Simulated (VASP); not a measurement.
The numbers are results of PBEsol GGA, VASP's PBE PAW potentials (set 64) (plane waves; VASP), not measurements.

A VASP calculation is set up with these files.

### INCAR
```
# general
SYSTEM  = MoS2
PREC    = Accurate
ENCUT   = 520
LREAL   = .FALSE.
LASPH   = .TRUE.

# electronic loop
EDIFF   = 1E-6
NELM    = 100
ALGO    = Normal
LMAXMIX = 4

# smearing
ISMEAR  = 0
SIGMA   = 0.05

# functional
GGA     = PS

# ions
IBRION  = 2
NSW     = 60
ISIF    = 3
EDIFFG  = -0.01

# output
LWAVE   = .FALSE.
LCHARG  = .FALSE.
```

POSCAR:
```
MoS2
1
    1.5800000000    -2.7366400000     0.0000000000
    1.5800000000     2.7366400000     0.0000000000
    0.0000000000     0.0000000000    12.3000000000
Mo S
2 4
Direct
  0.3333330000   0.6666670000   0.2500000000
  0.6666670000   0.3333330000   0.7500000000
  0.3333330000   0.6666670000   0.8790000000
  0.6666670000   0.3333330000   0.3790000000
  0.6666670000   0.3333330000   0.1210000000
  0.3333330000   0.6666670000   0.6210000000
```

KPOINTS:
```
Automatic mesh
0
Gamma
9 9 2
0 0 0
```

POTCAR, in this order: Mo_sv S (PBE.64 set). Program: vasp_std.

The resulting files:

OSZICAR:
```
...
DAV:   8    -0.468949925285E+02    0.67341E-05   -0.84155E-05  1892   0.475E-02    0.493E-02
DAV:   9    -0.468949923931E+02    0.13530E-06   -0.17215E-05  1741   0.244E-02    0.218E-02
DAV:  10    -0.468949923758E+02    0.17328E-07   -0.52808E-07  1143   0.454E-03
   3 F= -.46894992E+02 E0= -.46894992E+02  d E =-.460203E-01
       N       E                     dE             d eps       ncg     rms          rms(c)
DAV:   1    -0.468951576873E+02   -0.16529E-03   -0.36368E-03  1558   0.484E-01    0.153E-01
DAV:   2    -0.468950492991E+02    0.10839E-03   -0.88416E-04  1694   0.190E-01    0.446E-02
DAV:   3    -0.468950223468E+02    0.26952E-04   -0.23678E-04  1686   0.682E-02    0.289E-02
DAV:   4    -0.468950164219E+02    0.59250E-05   -0.27230E-05  1647   0.330E-02    0.713E-03
DAV:   5    -0.468950167162E+02   -0.29432E-06   -0.67175E-06  1611   0.142E-02
   4 F= -.46895017E+02 E0= -.46895017E+02  d E =-.460446E-01
       N       E                     dE             d eps       ncg     rms          rms(c)
DAV:   1    -0.468996473836E+02   -0.46310E-02   -0.14101E-01  1523   0.247E+00    0.521E-01
DAV:   2    -0.468971576422E+02    0.24897E-02   -0.25662E-02  1667   0.100E+00    0.325E-01
DAV:   3    -0.468964583295E+02    0.69931E-03   -0.26601E-03  1673   0.254E-01    0.980E-02
DAV:   4    -0.468963615084E+02    0.96821E-04   -0.50289E-04  1660   0.117E-01    0.758E-02
DAV:   5    -0.468963599026E+02    0.16058E-05   -0.44155E-05  1724   0.435E-02    0.529E-02
DAV:   6    -0.468963515567E+02    0.83459E-05   -0.30323E-05  1682   0.266E-02    0.697E-03
DAV:   7    -0.468963506364E+02    0.92031E-06   -0.51237E-06  1513   0.129E-02
   5 F= -.46896351E+02 E0= -.46896351E+02  d E =-.133392E-02
       N       E                     dE             d eps       ncg     rms          rms(c)
DAV:   1    -0.469290270700E+02   -0.32676E-01   -0.12676E+00  1523   0.742E+00    0.157E+00
DAV:   2    -0.469065989986E+02    0.22428E-01   -0.23322E-01  1659   0.303E+00    0.975E-01
DAV:   3    -0.469002323360E+02    0.63667E-02   -0.24031E-02  1658   0.767E-01    0.297E-01
DAV:   4    -0.468993497703E+02    0.88257E-03   -0.46284E-03  1668   0.349E-01    0.228E-01
DAV:   5    -0.468993558437E+02   -0.60734E-05   -0.40976E-04  1725   0.133E-01    0.162E-01
DAV:   6    -0.468993044581E+02    0.51386E-04   -0.26621E-04  1876   0.792E-02    0.233E-02
DAV:   7    -0.468993013955E+02    0.30625E-05   -0.44407E-05  1698   0.363E-02    0.718E-03
DAV:   8    -0.468993013859E+02    0.96070E-08   -0.67595E-07  1144   0.516E-03
   6 F= -.46899301E+02 E0= -.46899301E+02  d E =-.428467E-02
       N       E                     dE             d eps       ncg     rms          rms(c)
DAV:   1    -0.470189579739E+02   -0.11966E+00   -0.50426E+00  1523   0.148E+01    0.316E+00
DAV:   2    -0.469301252670E+02    0.88833E-01   -0.93620E-01  1659   0.610E+00    0.195E+00
DAV:   3    -0.469045140085E+02    0.25611E-01   -0.95864E-02  1642   0.154E+00    0.612E-01
DAV:   4    -0.469008727320E+02    0.36413E-02   -0.19352E-02  1694   0.695E-01    0.455E-01
DAV:   5    -0.469009259907E+02   -0.53259E-04   -0.17257E-03  1804   0.270E-01    0.329E-01
DAV:   6    -0.469007513220E+02    0.17467E-03   -0.10521E-03  1878   0.159E-01    0.572E-02
DAV:   7    -0.469007460454E+02    0.52766E-05   -0.17115E-04  1705   0.706E-02    0.144E-02
DAV:   8    -0.469007462007E+02   -0.15530E-06   -0.31909E-06  1460   0.101E-02
   7 F= -.46900746E+02 E0= -.46900746E+02  d E =-.572948E-02
       N       E                     dE             d eps       ncg     rms          rms(c)
DAV:   1    -0.469028565725E+02   -0.21105E-02   -0.59469E-02  1511   0.158E+00    0.312E-01
DAV:   2    -0.469017340335E+02    0.11225E-02   -0.10566E-02  1691   0.623E-01    0.213E-01
DAV:   3    -0.469014341059E+02    0.29993E-03   -0.10319E-03  1664   0.170E-01    0.654E-02
DAV:   4    -0.469013684902E+02    0.65616E-04   -0.33710E-04  1709   0.868E-02    0.333E-02
DAV:   5    -0.469013657339E+02    0.27563E-05   -0.19004E-05  1881   0.272E-02    0.234E-02
DAV:   6    -0.469013637304E+02    0.20035E-05   -0.47399E-06  1506   0.113E-02    0.753E-03
DAV:   7    -0.469013627117E+02    0.10187E-05   -0.12766E-06   933   0.596E-03    0.291E-03
DAV:   8    -0.469013628700E+02   -0.15829E-06   -0.60837E-07   835   0.387E-03
   8 F= -.46901363E+02 E0= -.46901363E+02  d E =-.616669E-03
       N       E                     dE             d eps       ncg     rms          rms(c)
DAV:   1    -0.469164346279E+02   -0.15072E-01   -0.53294E-01  1511   0.474E+00    0.952E-01
DAV:   2    -0.469062594714E+02    0.10175E-01   -0.97218E-02  1683   0.189E+00    0.641E-01
DAV:   3    -0.469034781999E+02    0.27813E-02   -0.97126E-03  1627   0.520E-01    0.193E-01
DAV:   4    -0.469028926829E+02    0.58552E-03   -0.31125E-03  1674   0.263E-01    0.996E-02
DAV:   5    -0.469028744115E+02    0.18271E-04   -0.17207E-04  1897   0.816E-02    0.698E-02
DAV:   6    -0.469028694542E+02    0.49573E-05   -0.39994E-05  1665   0.325E-02    0.244E-02
DAV:   7    -0.469028650234E+02    0.44308E-05   -0.12474E-05  1613   0.170E-02    0.946E-03
DAV:   8    -0.469028650576E+02   -0.34192E-07   -0.20544E-06  1156   0.770E-03
   9 F= -.46902865E+02 E0= -.46902865E+02  d E =-.211886E-02
       N       E                     dE             d eps       ncg     rms          rms(c)
DAV:   1    -0.469583189654E+02   -0.55454E-01   -0.21132E+00  1511   0.943E+00    0.191E+00
DAV:   2    -0.469182716893E+02    0.40047E-01   -0.39379E-01  1706   0.379E+00    0.128E+00
DAV:   3    -0.469068320987E+02    0.11440E-01   -0.40317E-02  1634   0.105E+00    0.383E-01
DAV:   4    -0.469044883783E+02    0.23437E-02   -0.12930E-02  1674   0.533E-01    0.209E-01
DAV:   5    -0.469044259771E+02    0.62401E-04   -0.68243E-04  1930   0.161E-01    0.145E-01
DAV:   6    -0.469044194037E+02    0.65734E-05   -0.15430E-04  1671   0.632E-02    0.548E-02
DAV:   7    -0.469044080665E+02    0.11337E-04   -0.48932E-05  1815   0.331E-02    0.213E-02
DAV:   8    -0.469044074804E+02    0.58616E-06   -0.87489E-06  1694   0.138E-02
  10 F= -.46904407E+02 E0= -.46904407E+02  d E =-.366128E-02
       N       E                     dE             d eps       ncg     rms          rms(c)
DAV:   1    -0.469112137799E+02   -0.68057E-02   -0.26353E-01  1511   0.332E+00    0.664E-01
DAV:   2    -0.469061974694E+02    0.50163E-02   -0.47775E-02  1668   0.132E+00    0.449E-01
DAV:   3    -0.469048283590E+02    0.13691E-02   -0.47779E-03  1627   0.365E-01    0.136E-01
DAV:   4    -0.469045363577E+02    0.29200E-03   -0.15354E-03  1694   0.185E-01    0.700E-02
DAV:   5    -0.469045268945E+02    0.94632E-05   -0.84916E-05  1884   0.572E-02    0.492E-02
DAV:   6    -0.469045231644E+02    0.37301E-05   -0.20178E-05  1591   0.233E-02    0.165E-02
DAV:   7    -0.469045205206E+02    0.26438E-05   -0.64095E-06  1503   0.124E-02    0.659E-03
DAV:   8    -0.469045206164E+02   -0.95771E-07   -0.94935E-07   975   0.555E-03
  11 F= -.46904521E+02 E0= -.46904521E+02  d E =-.377442E-02
       N       E                     dE             d eps       ncg     rms          rms(c)
DAV:   1    -0.469063674264E+02   -0.18469E-02   -0.71922E-02  1488   0.192E+00    0.561E-01
DAV:   2    -0.469052560377E+02    0.11114E-02   -0.55800E-03  1614   0.504E-01    0.107E-01
DAV:   3    -0.469049926709E+02    0.26337E-03   -0.10194E-03  1880   0.159E-01    0.806E-02
DAV:   4    -0.469049529902E+02    0.39681E-04   -0.23690E-04  1773   0.927E-02    0.238E-02
DAV:   5    -0.469049512630E+02    0.17272E-05   -0.28208E-05  1802   0.323E-02    0.275E-02
DAV:   6    -0.469049533849E+02   -0.21219E-05   -0.52326E-06  1491   0.123E-02    0.638E-03
DAV:   7    -0.469049543942E+02   -0.10093E-05   -0.12862E-06   947   0.749E-03    0.261E-03
DAV:   8    -0.469049545590E+02   -0.16479E-06   -0.18250E-07   856   0.277E-03
  12 F= -.46904955E+02 E0= -.46904955E+02  d E =-.433943E-03
```

OUTCAR:
```
------------------------ aborting loop because EDIFF is reached ----------------------------------------
  FORCE on cell =-STRESS in cart. coord.  units (eV):
  Direction    XX          YY          ZZ          XY          YZ          ZX
  --------------------------------------------------------------------------------------
  Total       -0.0523843     -0.0523843      0.0376366      0.0000000      0.0000000      0.0000000
  in kB       -0.7802332     -0.7802330      0.5605747      0.0000000      0.0000000      0.0000000
  external PRESSURE =      -0.3332972 kB  Pullay stress =       0.0000000 kB
  volume of cell :      107.57
      direct lattice vectors                 reciprocal lattice vectors
     1.571281991 -2.721539971 -0.000000000     0.318211500 -0.183719514  0.000000000
     1.571281991  2.721539971  0.000000000     0.318211500  0.183719514  0.000000000
    -0.000000000  0.000000000 12.577334370     0.000000000 -0.000000000  0.079508103
 POSITION                                       TOTAL-FORCE (eV/Angst)
 -----------------------------------------------------------------------------------
      1.57128      0.90718      3.14433        -0.000000     -0.000000     -0.000000
      1.57128     -0.90718      9.43300        -0.000000      0.000000     -0.000000
      1.57128      0.90718     10.99119         0.000000      0.000000      0.009846
      1.57128     -0.90718      4.70253        -0.000000     -0.000000      0.009846
      1.57128     -0.90718      1.58614         0.000000     -0.000000     -0.009846
      1.57128      0.90718      7.87481         0.000000      0.000000     -0.009846
 -----------------------------------------------------------------------------------
    total drift:                               -0.000220      0.001602     -0.000031
  FREE ENERGIE OF THE ION-ELECTRON SYSTEM (eV)
  ---------------------------------------------------
  free  energy   TOTEN  =       -46.9049545590 eV

  energy  without entropy=      -46.9049545590  energy(sigma->0) =      -46.90495456

 reached required accuracy - stopping structural energy minimisation
```
(Selected blocks of OUTCAR.)

### CONTCAR
```
MoS2
   1.00000000000000
     1.5712819913368841   -2.7215399706693479   -0.0000000000000000
     1.5712819913368841    2.7215399706693479    0.0000000000000000
    -0.0000000000000000    0.0000000000000000   12.5773343700661755
  Mo              S
     2     4
Direct
     0.3333330000000032    0.6666669999999968    0.2500000000000000
     0.6666669999999968    0.3333330000000032    0.7500000000000000
     0.3333330000000032    0.6666669999999968    0.8738888999137949
     0.6666669999999968    0.3333330000000032    0.3738888999137949
     0.6666669999999968    0.3333330000000032    0.1261111000862051
     0.3333330000000032    0.6666669999999968    0.6261111000862051
```

Without a dispersion term in the relaxation, distances and binding between the weakly bound layers, chains or molecules are unreliable, and so is what depends on them.

The compound is MoS2 in the 2H layered structure. This run relaxes it. Symmetry was kept, so distortions that lower it aren't found.
